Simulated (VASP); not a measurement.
YAu2:

```xyz
3
Lattice="4.2500 0.0000 0.0000 0.0000 4.2500 0.0000 0.0000 0.0000 4.2110" Properties=species:S:1:pos:R:3 pbc="T T T"
Y     0.0000    0.0000    0.0000
Au    0.0000    2.1250    2.1055
Au    2.1250    0.0000    2.1055
```

The cell was built by a generator and needn't be a form met in nature.

* Program: VASP 6.6.1
* Task: relaxation of cell and atoms
* Functional: LDA
* Potentials or basis: VASP PAW LDA potentials, release 64 (Y_sv, Au)
* Cutoff: 600 eV
* k mesh: 6 × 6 × 6
* Occupations: methfessel-paxton, width 0.2 eV
* Spin: no spin polarisation

At the start: pressure -6.3 GPa; volume 25.35 Å³/atom.

**Question.** How do energy, volume and symmetry change on relaxing?

**Answer.** Over 10 steps the energy falls by 47.0 meV/atom and the volume is 23.14 Å³/atom (-8.7 %); space group P4/mmm (No. 123, to 0.05 Å).

The path:
| step | energy change (eV) | largest force (eV/Å) | pressure (GPa) | volume (Å³) |
| --- | --- | --- | --- | --- |
| 1 | 0.0000 | 0.0000 | -6.28 | 76.06 |
| 2 | -0.0491 | 0.0000 | 6.60 | 65.64 |
| 3 | -0.1311 | 0.0000 | -0.03 | 69.93 |
| 4 | -0.1311 | 0.0000 | 0.13 | 69.81 |
| 5 | -0.1353 | 0.0000 | 0.10 | 69.73 |
| 6 | -0.1410 | 0.0000 | -0.03 | 69.48 |
| 7 | -0.1411 | 0.0000 | -0.05 | 69.44 |
| 8 | -0.1411 | 0.0000 | -0.05 | 69.45 |
| 9 | -0.1411 | 0.0000 | 0.10 | 69.33 |
| 10 | -0.1411 | 0.0000 | 0.00 | 69.41 |

Final structure:
```
CELL_PARAMETERS angstrom
4.06101 0.00000 0.00000
0.00000 4.06101 0.00000
0.00000 0.00000 4.20869
ATOMIC_POSITIONS crystal
Y 0.00000 0.00000 0.00000
Au 0.00000 0.50000 0.50000
Au 0.50000 0.00000 0.50000
```
